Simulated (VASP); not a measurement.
```
CELL_PARAMETERS angstrom
      0.00000     2.28280     2.28280
      2.28280     0.00000     2.28280
      9.24389     9.24389    -0.11267
ATOMIC_POSITIONS crystal
  Mg 0.00000 0.00000 0.00000
  O  0.52743 0.52743 0.10442
  O  0.50765 0.50765 0.36926
  O  0.49235 0.49235 0.63074
  O  0.47257 0.47257 0.89558
  Cd 0.01501 0.01501 0.23874
  Cd 0.00000 0.00000 0.50000
  Cd 0.98499 0.98499 0.76126
```

All values below come from PBEsol GGA, VASP's PBE PAW potentials (set 64) (plane waves; VASP). Settings: 520 eV cut-off, Gaussian smearing of 0.050 eV, potentials Mg O Cd.

### Question
Give the energies of bands 21 to 34 at the high-symmetry points, in eV from the valence-band maximum.

### Answer

```tsv
band	Γ	T	H2	L	S0	F
21	-3.55	-4.01	-3.55	-3.88	-3.54	-4.07
22	-3.37	-2.31	-3.15	-3.72	-3.19	-3.63
23	-1.19	-2.26	-3.10	-3.55	-3.04	-3.44
24	-1.11	-1.26	-2.90	-2.61	-2.97	-2.21
25	-1.11	-1.26	-2.77	-1.97	-2.62	-2.11
26	-1.05	-0.75	-2.45	-1.89	-2.56	-2.05
27	-1.05	-0.75	-2.12	-1.76	-2.11	-1.44
28	-0.36	-0.58	-1.04	-0.82	-1.07	-1.31
29	-0.36	-0.58	-0.91	-0.63	-0.89	-0.98
30	-0.06	0.00	-0.85	-0.44	-0.87	-0.08
31	-0.06	0.00	-0.71	-0.20	-0.69	0.00
32	0.25	1.24	6.38	4.58	6.38	4.37
33	3.02	1.86	6.40	4.94	6.44	4.58
34	3.58	4.61	6.58	5.55	6.55	5.78
```

The gap is indirect, 0.25 eV, from the valence maximum at T to the conduction minimum at Γ.

The structure was generated: Cd3MgO4 was put into an ordered model structure (R-3m), which need not be its known phase. It was relaxed first.
